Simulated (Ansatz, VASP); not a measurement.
## Si13Ge4O34 (germanium-doped silica glass): VASP beside Ansatz

Aim: how closely do two programs agree when they are given the same cell, functional and k mesh? The structure shown is the start of the Ansatz relaxation below; VASP solves that cell, so the two are compared at the walk's first step.

Calculated with Ansatz 0.2.0; plane waves, with VASP 6.6.1 beside it; single point at PBE.

### Step 1. Set-up

The cell holds 51 atoms: 4 Ge, 13 Si and 34 O. Its edges and angles: a = 9.171 Å, b = 9.171 Å, c = 9.171 Å, α = 90.0°, β = 90.0°, γ = 90.0°. As first built, before any earlier steps moved the atoms (in the runner's words): kind germanium-doped silica glass; units_of_the_quenched_model {'SiO2': 13, 'GeO2': 4}; melt_K 4000; rate_K_ps 20; atoms 51.

### Step 2. Ansatz: relaxation, PBE

Ansatz runs on its PAW soft_1 files.

The two programs are compared at the cell with which this relaxation starts, whose forces are those of its first step.

Input file input.yaml:

```yaml
crystal:
  lattice:
    - [9.1708296412, 0.0, 0.0]
    - [0.0, 9.1708296412, 0.0]
    - [0.0, 0.0, 9.1708296412]
  atoms:
    - { symbol: Ge, position: [0.202535, 0.506765, 0.633423] }
    - { symbol: Ge, position: [0.601223, 0.02575, 0.998999] }
    - { symbol: Ge, position: [0.586681, 0.260252, 0.519153] }
    - { symbol: Ge, position: [0.840235, 0.313884, 0.276912] }
    - { symbol: Si, position: [0.945468, 0.728475, 0.60371] }
    - { symbol: Si, position: [0.287739, 0.352245, 0.350394] }
    - { symbol: Si, position: [0.891624, 0.657147, 0.283099] }
    - { symbol: Si, position: [0.139099, 0.217977, 0.834494] }
    - { symbol: Si, position: [0.614709, 0.387807, 0.008186] }
    - { symbol: Si, position: [0.347017, 0.582989, 0.108588] }
    - { symbol: Si, position: [0.133157, 0.130806, 0.166522] }
    - { symbol: Si, position: [0.105168, 0.807358, 0.059857] }
    - { symbol: Si, position: [0.398803, 0.02141, 0.726846] }
    - { symbol: Si, position: [0.690717, 0.539566, 0.725083] }
    - { symbol: Si, position: [0.462674, 0.735442, 0.591044] }
    - { symbol: Si, position: [0.912938, 0.974408, 0.828631] }
    - { symbol: Si, position: [0.575101, 0.791111, 0.268348] }
    - { symbol: O, position: [0.706132, 0.47616, 0.886577] }
    - { symbol: O, position: [0.901912, 0.874947, 0.686397] }
    - { symbol: O, position: [0.241198, 0.198373, 0.282349] }
    - { symbol: O, position: [0.982049, 0.136997, 0.807605] }
    - { symbol: O, position: [0.444214, 0.697684, 0.20037] }
    - { symbol: O, position: [0.740776, 0.234905, 0.414946] }
    - { symbol: O, position: [0.453646, 0.330316, 0.404196] }
    - { symbol: O, position: [0.632045, 0.403952, 0.630843] }
    - { symbol: O, position: [0.362505, 0.593863, 0.57881] }
    - { symbol: O, position: [0.970197, 0.193161, 0.210647] }
    - { symbol: O, position: [0.579455, 0.678531, 0.713736] }
    - { symbol: O, position: [0.990637, 0.717395, 0.155602] }
    - { symbol: O, position: [0.168625, 0.203103, 0.007708] }
    - { symbol: O, position: [0.46656, 0.973029, 0.882164] }
    - { symbol: O, position: [0.585601, 0.215771, 0.976066] }
    - { symbol: O, position: [0.186727, 0.393702, 0.485006] }
    - { symbol: O, position: [0.374057, 0.874153, 0.641254] }
    - { symbol: O, position: [0.232888, 0.689792, 0.02509] }
    - { symbol: O, position: [0.724276, 0.699855, 0.250631] }
    - { symbol: O, position: [0.70989, 0.374247, 0.153147] }
    - { symbol: O, position: [0.098306, 0.659523, 0.64337] }
    - { symbol: O, position: [0.934014, 0.741684, 0.431162] }
    - { symbol: O, position: [0.543439, 0.790848, 0.442687] }
    - { symbol: O, position: [0.912333, 0.484583, 0.312251] }
    - { symbol: O, position: [0.165209, 0.380037, 0.770123] }
    - { symbol: O, position: [0.765043, 0.987263, 0.91766] }
    - { symbol: O, position: [0.510689, 0.124103, 0.627733] }
    - { symbol: O, position: [0.025599, 0.879647, 0.925141] }
    - { symbol: O, position: [0.271432, 0.476161, 0.226239] }
    - { symbol: O, position: [0.25512, 0.111557, 0.757069] }
    - { symbol: O, position: [0.834413, 0.600782, 0.654364] }
    - { symbol: O, position: [0.146663, 0.957442, 0.148992] }
    - { symbol: O, position: [0.461283, 0.479705, 0.020787] }
    - { symbol: O, position: [0.591563, 0.939409, 0.168152] }
  symmetry: { detect: false }
kpoints:
  mp_grid: { grid: [1, 1, 1] }
scf:
  occupations: { method: fermi_dirac, width: 0.05 }
hamiltonian:
  xc: pbe
  pseudopotentials: { kind: paw, azcp: { folder: soft_1 } }
output:
  forces: true
  stress: true
relax:
  f_tol: 0.04
  max_steps: 100
  escape_saddle: false
  cell: { stress_tol: 0.4, fix: [] }
```

Command:

```bash
$ ansatz run input.yaml --threads 4 --pin off --max-ram 16384MiB --backend cpu --events-out ev --progress --plain --runs-dir out
```

Numbers of over 12 decimals in the logs are rounded to 6 here.

The program printed:

```text
Engine: ansatz 0.2.0, aarch64-unknown-linux-gnu
Pseudopotentials: kind: paw
Pseudopotential: Ge, paw, valence charge 14, recommended cutoff 420 eV (normal), soft_1/Ge.paw.azcp
Pseudopotential: Si, paw, valence charge 4, recommended cutoff 420 eV (normal), soft_1/Si.paw.azcp
Pseudopotential: O, paw, valence charge 6, recommended cutoff 420 eV (normal), soft_1/O.paw.azcp
Functional definition: PBE
  parameter kappa = 0.804
  parameter beta = 0.066725
  exchange = pbe_x(kappa = kappa, mu = beta*pi^2/3)
  correlation = pbe_c(beta = beta)
Crystal: 51 atoms, lattice volume = 771.305 Å³
Basis set: ecut = 420 eV, 15155 PW (Γ), exchange–correlation on 128×128×128 points (8 copies of the dense FFT grid, shifted against one another)
Bands: 207, of which v1, the nominal top of the filled ones, is band 156 counted from 1 (155 counted from 0)
Symmetry: 1 space group operations
k-points: 1
Non-local potential: Ge, projectors of the file, l = 0: 2, l = 1: 2, l = 2: 3, l = 3: 1
Non-local potential: Si, projectors of the file, l = 0: 2, l = 1: 2, l = 2: 1
Non-local potential: O, projectors of the file, l = 0: 2, l = 1: 2, l = 2: 1
PAW form: soft (Blöchl's): semilocal exchange-correlation on the pseudo side does not see the compensation charge
PAW one-centre angular grid: Ge, 590 points (default); XC on 64 Gauss nodes
PAW one-centre angular grid: Si, 110 points (default); XC on 64 Gauss nodes
PAW one-centre angular grid: O, 110 points (default); XC on 64 Gauss nodes
Initial density: superposition of atomic densities (chi_scale 0.1, normalization cell, long waves kept (reshape's long-wave potential 0.50 eV rms))
Initial wavefunctions: pseudopotential atomic-orbital guess
Functional: x = pbe(κ = 0.804, μ = 0.219515), c = pbe(β = 0.066725)
SCF iter   1: F=—  HF=-44804.768535 eV  |F-HF|=—  |Δ(HF+E_count)|=         —  Δρ=1.19e-1  dr2=9.52e1  ethr=3.10e-3  ⟨swp⟩=6.0  Hψ=999  notcnv=0  defer=20
preconditioner: auto → Resta (q_TF=auto, 2.346 Å⁻¹)  ε∞=2.6  [insulator: Δε(μ)=4.534 eV  Ē_g=17.167 eV  σ=0.050 eV  W_gap=1.00  n_scr=170 (ndim 8)  ℏωp=22.1 eV  f_vac=0.157  D(μ)=0.00/eV (n_scr^D=0)  ε∞_Penn≈2.6]
SCF iter   2: F=—  HF=-44777.774406 eV  |F-HF|=—  |Δ(HF+E_count)|=    2.70e1  Δρ=4.23e-2  dr2=7.07e0  ethr=3.10e-3  ⟨swp⟩=4.0  Hψ=500  notcnv=0  defer=47
SCF iter   3: F=—  HF=-44776.508245 eV  |F-HF|=—  |Δ(HF+E_count)|=    1.27e0  Δρ=1.91e-2  dr2=1.96e0  ethr=2.27e-3  ⟨swp⟩=3.0  Hψ=168  notcnv=0  defer=47
SCF iter   4: F=—  HF=-44776.311087 eV  |F-HF|=—  |Δ(HF+E_count)|=   1.97e-1  Δρ=3.11e-3  dr2=6.65e-2  ethr=6.27e-4  ⟨swp⟩=3.0  Hψ=400  notcnv=0  defer=47
SCF iter   5: F=—  HF=-44776.311851 eV  |F-HF|=—  |Δ(HF+E_count)|=   7.63e-4  Δρ=1.56e-3  dr2=1.87e-2  ethr=2.13e-5  ⟨swp⟩=2.0  Hψ=320  notcnv=0  defer=47
SCF iter   6: F=—  HF=-44776.323108 eV  |F-HF|=—  |Δ(HF+E_count)|=   1.13e-2  Δρ=7.46e-4  dr2=3.73e-3  ethr=5.98e-6  ⟨swp⟩=2.0  Hψ=271  notcnv=0  defer=47
SCF iter   7: F=—  HF=-44776.323236 eV  |F-HF|=—  |Δ(HF+E_count)|=   1.28e-4  Δρ=1.72e-4  dr2=3.21e-4  ethr=1.19e-6  ⟨swp⟩=2.0  Hψ=316  notcnv=0  defer=47
SCF iter   8: F=—  HF=-44776.323449 eV  |F-HF|=—  |Δ(HF+E_count)|=   2.13e-4  Δρ=7.34e-5  dr2=4.20e-5  ethr=1.03e-7  ⟨swp⟩=2.0  Hψ=262  notcnv=0  defer=47
SCF iter   9: F=—  HF=-44776.324605 eV  |F-HF|=—  |Δ(HF+E_count)|=   1.16e-3  Δρ=4.93e-5  dr2=1.44e-5  ethr=1.35e-8  ⟨swp⟩=2.0  Hψ=350  notcnv=0  defer=47
SCF iter  10: F=—  HF=-44776.324602 eV  |F-HF|=—  |Δ(HF+E_count)|=   3.52e-6  Δρ=1.02e-5  dr2=7.38e-7  ethr=4.62e-9  ⟨swp⟩=2.0  Hψ=316  notcnv=0  defer=47
SCF iter  11: F=—  HF=-44776.324602 eV  |F-HF|=—  |Δ(HF+E_count)|=   1.52e-7  Δρ=5.14e-6  dr2=1.68e-7  ethr=3.21e-11  ⟨swp⟩=5.0  Hψ=736  notcnv=0
SCF iter  12: F=-44776.324602 eV  HF=-44776.324602 eV  |F-HF|=8.74e-9  |Δ(HF+E_count)|=   9.90e-9  Δρ=1.95e-6  dr2=2.56e-8  ethr=3.21e-11  ⟨swp⟩=5.0  Hψ=633  notcnv=0
SCF 1 converged in 12 iterations: F = -44776.324602 eV  dr2 = 2.56e-8
  greatest PAW one-centre occupation: 0.999 electrons in one spin orbital (limit 2), on the Ge atom at site 0 (counted from 0), in its partial waves of l = 2
relax step   1: F+E_penalty+E_count = -44776.32460185 eV  Δ(F+E_penalty+E_count) = +0.000e0 eV  max|allowed force component| = 1.661e0 eV/Å  Δτ_max = 0.0000 Å  P = +4.932 GPa  Ω = 771.305 Å³  (12 SCF iters, dr2 threshold 1.00e-7 eV, accepted)
Crystal: 51 atoms, lattice volume = 786.308 Å³
Basis set: ecut = 420 eV, 15375 PW (Γ), exchange–correlation on 128×128×128 points (8 copies of the dense FFT grid, shifted against one another)
Initial density: handed on by an earlier stage of this run
Initial wavefunctions: those handed on with the density
iter 1 solved again at ethr=1.61e-4 eV; its pass at ethr=3.10e-3 eV (dr2=5.03e-1 eV) is discarded
SCF iter   1: F=—  HF=-44778.211261 eV  |F-HF|=—  |Δ(HF+E_count)|=         —  Δρ=1.16e-2  dr2=5.04e-1  ethr=1.61e-4  ⟨swp⟩=6.0  Hψ=1185  notcnv=0  defer=1
[...]
SCF converged after 4 iterations
Free energy (F): -44780.181045 eV
Harris-Foulkes:  -44780.181045 eV  (|F-HF|=3.61e-8)
Internal energy: -44780.181045 eV  (E = F + TS)
E sigma→0 (E₀):  -44780.181045 eV
Fermi energy:    3.571351 eV
--- Per-component energies (eV) ---
  E_band       = -2333.124855
  E_kinetic    = 6754.694941
  E_local      = -32017.922558  (includes V_loc(G=0)·N_el)
  E_nonlocal   = 2969.033030
  E_hartree    = 13356.786483
  E_xc         = -3454.556643
  E_vxc        = -3989.219616  (∫ρ·V_xc dr)
  E_paw        = -20305.535952  (= ΣΔE_a)
  E_vpaw       = -2763.312313  (= ΣTr[D̂ρ^β])
  E_aug_tail   = 0.027850  (compensation charges beyond the density's cutoff)
  E_ewald      = -12082.708197
  E_smearing   = -0.000000  (= −TS)
  E_closure    = -0.000000  (closes the sum)
  Σ components = -44780.181045   (vs F -44780.181045, Δ=0.00e0)
--- Forces (eV/Å), atoms counted from 1 ---
  atom   1  Ge    -0.02143213    -0.01027471    -0.00354439
  atom   2  Ge     0.02052364     0.02171745     0.00922202
  atom   3  Ge     0.02616191    -0.02049162    -0.01617525
  atom   4  Ge    -0.01909185     0.01237585    -0.01113061
  atom   5  Si     0.01308386    -0.00395576    -0.00939429
  atom   6  Si    -0.00110993     0.00224580     0.00354468
  atom   7  Si    -0.00876571    -0.00105408    -0.00024771
  atom   8  Si    -0.00905408     0.01459197    -0.00113633
  atom   9  Si     0.00343735    -0.01573417     0.00789634
  atom  10  Si     0.00521836    -0.00696824    -0.00122602
  atom  11  Si    -0.00395019     0.00514245     0.00975340
  atom  12  Si    -0.01291706    -0.00264335    -0.00331867
  atom  13  Si    -0.00530618    -0.01079939    -0.00707188
  atom  14  Si    -0.00326292    -0.00001861     0.00415530
  atom  15  Si    -0.00830883     0.00410805     0.00756309
  atom  16  Si     0.00101394    -0.00213968     0.00379575
  atom  17  Si     0.01234223    -0.00864692    -0.00453163
  atom  18  O      0.00317210     0.00013786    -0.01318536
  atom  19  O      0.00162881    -0.00159971     0.00134632
  atom  20  O     -0.00131753    -0.00274240    -0.01072116
  atom  21  O      0.00361432    -0.00137731    -0.00159326
  atom  22  O      0.00262573    -0.00155011     0.00368100
  atom  23  O     -0.00786534     0.00262626     0.01011653
  atom  24  O     -0.00066621     0.00271157    -0.00465560
[...]
atom  44  O     -0.00091514    -0.00340821     0.01310379
  atom  45  O      0.00143372    -0.00449154     0.00537148
  atom  46  O     -0.00456286     0.00339550    -0.00126679
  atom  47  O      0.00289440    -0.00483697     0.00281650
  atom  48  O     -0.00158136     0.00389387     0.00327031
  atom  49  O      0.00768518    -0.00316467    -0.00074126
  atom  50  O     -0.00920002     0.00519547     0.00222948
  atom  51  O      0.00066619     0.00515427    -0.00237112
  max |Σ_I F_I| component: 3.14e-5 eV/Å
--- Stress (GPa, compression-positive) ---
        0.020017      -0.006215       0.003074
       -0.006232      -0.007975       0.011184
        0.003073       0.011191      -0.009342
  P = ⅓ Tr σ = 0.0009 GPa (0.009 kbar)
--- Relaxed structure (10 steps of the walk, 10 accepted, 2 SCFs on fresh bases) ---
  F+E_penalty+E_count = -44780.18104518 eV   max|allowed force component| = 2.616e-2 eV/Å   (the final SCF, on the basis selected at the relaxed cell)
  cell:  # Å, volume = 769.0730 Å³
    - [9.523637, 0.122705, 0.259426]
    - [0.122705, 8.607751, 0.353321]
    - [0.259426, 0.353321, 9.404583]
  atoms:
    - { symbol: Ge, position: [0.201247, 0.515644, 0.618212] }
    - { symbol: Ge, position: [0.615889, 0.025635, 0.993089] }
    - { symbol: Ge, position: [0.585171, 0.253633, 0.513551] }
    - { symbol: Ge, position: [0.820621, 0.304218, 0.269147] }
    - { symbol: Si, position: [0.938181, 0.736901, 0.596975] }
    - { symbol: Si, position: [0.279645, 0.329192, 0.361305] }
    - { symbol: Si, position: [0.870727, 0.651094, 0.297773] }
    - { symbol: Si, position: [0.156549, 0.228345, 0.839479] }
    - { symbol: Si, position: [0.604953, 0.387220, 0.00643945] }
    - { symbol: Si, position: [0.356417, 0.598094, 0.124399] }
    - { symbol: Si, position: [0.113061, 0.134355, 0.166520] }
    - { symbol: Si, position: [0.094657, 0.800222, 0.068566] }
    - { symbol: Si, position: [0.427413, 0.020320, 0.748053] }
    - { symbol: Si, position: [0.692476, 0.532035, 0.699856] }
    - { symbol: Si, position: [0.463352, 0.742101, 0.587354] }
    - { symbol: Si, position: [0.933432, 0.980409, 0.822017] }
    - { symbol: Si, position: [0.572927, 0.796211, 0.267583] }
    - { symbol: O, position: [0.687153, 0.441653, 0.856529] }
    - { symbol: O, position: [0.906133, 0.899115, 0.674190] }
    - { symbol: O, position: [0.212303, 0.183833, 0.290140] }
    - { symbol: O, position: [1.015686, 0.145698, 0.789413] }
    - { symbol: O, position: [0.438029, 0.728513, 0.199623] }
    - { symbol: O, position: [0.723871, 0.187383, 0.400287] }
    - { symbol: O, position: [0.437798, 0.281489, 0.409582] }
    - { symbol: O, position: [0.648458, 0.423733, 0.575897] }
    - { symbol: O, position: [0.372015, 0.585919, 0.576045] }
    - { symbol: O, position: [0.946707, 0.172616, 0.203655] }
    - { symbol: O, position: [0.591782, 0.688416, 0.689755] }
    - { symbol: O, position: [0.973679, 0.701833, 0.160586] }
    - { symbol: O, position: [0.157752, 0.224464, 0.012611] }
    - { symbol: O, position: [0.493549, 0.936953, 0.893729] }
    - { symbol: O, position: [0.543650, 0.214713, 0.995937] }
    - { symbol: O, position: [0.175635, 0.374389, 0.496942] }
    - { symbol: O, position: [0.372008, 0.880102, 0.660760] }
    - { symbol: O, position: [0.232011, 0.688215, 0.035744] }
    - { symbol: O, position: [0.707146, 0.676214, 0.258634] }
    - { symbol: O, position: [0.715122, 0.383913, 0.132386] }
    - { symbol: O, position: [0.104771, 0.691053, 0.604471] }
    - { symbol: O, position: [0.899576, 0.757024, 0.429390] }
    - { symbol: O, position: [0.527974, 0.819062, 0.434032] }
    - { symbol: O, position: [0.898036, 0.464060, 0.338853] }
    - { symbol: O, position: [0.165286, 0.413820, 0.785233] }
    - { symbol: O, position: [0.786438, 1.015400, 0.912513] }
    - { symbol: O, position: [0.555071, 0.115025, 0.657658] }
    - { symbol: O, position: [0.034513, 0.860489, 0.915298] }
    - { symbol: O, position: [0.282803, 0.478479, 0.245382] }
    - { symbol: O, position: [0.295951, 0.138000, 0.777119] }
    - { symbol: O, position: [0.853577, 0.588822, 0.673864] }
    - { symbol: O, position: [0.135870, 0.947107, 0.156486] }
    - { symbol: O, position: [0.469521, 0.505172, 0.024760] }
    - { symbol: O, position: [0.616790, 0.957769, 0.174341] }
```

In the SCF lines HF is the Harris–Foulkes energy and dr2 the Hartree energy of the density residual, in eV; the loop may stop once dr2 is under the threshold and the program's other checks hold. Hψ counts applications of the Hamiltonian.

(Continued in part 2 of 2.)

[Lines on the potential files, build, host, timing and source positions are cut from VASP's logs without a mark.]

[Logs are printed without paths, hosts, clocks, repeated set-up lines and the standing remarks that a program may print on its own settings, such as how far it seeks lower states.]

[Hosts, paths, dates, database ids (printed as entryN), source tags and the programs' standing remarks are cut or masked in the printed files.]
